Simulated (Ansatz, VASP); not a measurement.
**Two plane-wave programs on AgSbS3**

INCAR

```
SYSTEM = AgSbS3
PREC = Accurate ; ENCUT = 520
EDIFF = 1E-6 ; ISMEAR = 0
SIGMA = 0.05 ; LREAL = .False.
LASPH = .True. ; NELM = 100
ALGO = Fast ; ISIF = 2
LWAVE = .False. ; LCHARG = .True.
GGA = CA ; LELF = .True.
LVHAR = .True. ; NBANDS = 25
```

The input KPOINTS:

```
Automatic mesh
0
Gamma
  4 4 4
  0 0 0
```

Contents of POSCAR:

```
AgSbS3
1.0
    5.0839830183      0.0000000000      0.0000000000
    0.0000000000      5.0839830183      0.0000000000
    0.0000000000      0.0000000000      5.0839830183
Ag Sb S
1 1 3
Direct
    0.0000000000      0.0000000000      0.0000000000
    0.5000000000      0.5000000000      0.5000000000
    0.5000000000      0.5000000000      0.0000000000
    0.5000000000      0.0000000000      0.5000000000
    0.0000000000      0.5000000000      0.5000000000
```

Input for Ansatz:

```yaml
crystal:
  lattice:
    - [5.0839830183, 0.0, 0.0]
    - [0.0, 5.0839830183, 0.0]
    - [0.0, 0.0, 5.0839830183]
  atoms:
    - { symbol: Ag, position: [0.0, 0.0, 0.0] }
    - { symbol: Sb, position: [0.5, 0.5, 0.5] }
    - { symbol: S, position: [0.5, 0.5, 0.0] }
    - { symbol: S, position: [0.5, 0.0, 0.5] }
    - { symbol: S, position: [0.0, 0.5, 0.5] }
basis:
  ecutwfc: 420
kpoints:
  mp_grid: { grid: [4, 4, 4] }
hamiltonian:
  xc: lda
scf:
  occupations: { method: gaussian, width: 0.05 }
output:
  forces: true
  stress: true
  eigenvalues: true
```

The cell comes from a database or a generator and needn't be the stable form of this composition.

Alike in both runs: task single point; functional LDA; k mesh 4 × 4 × 4; occupations gaussian, width 0.05 eV; no spin polarisation.

|  | VASP | Ansatz |
| --- | --- | --- |
| version | VASP 6.6.1 | Ansatz 0.2.0 |
| potentials or method | VASP PAW LDA potentials, release 64 (Ag, Sb, S) | scalar-relativistic, plane waves, PAW |
| plane-wave cutoff (eV) | 520 | 420 |
| valence electrons in the cell | 34 | 52 |

```csv
,VASP,Ansatz,Ansatz less VASP
gap on the k mesh at the Fermi level (eV),none,none,-
pressure (GPa),-5.9,-5.9,-0.02
```

A gap of «none» marks a metal or a gap that the smearing closes. The two sets of potentials don't hold the same shells in valence.

Spin-orbit coupling is left out, which matters for the levels of Sb.
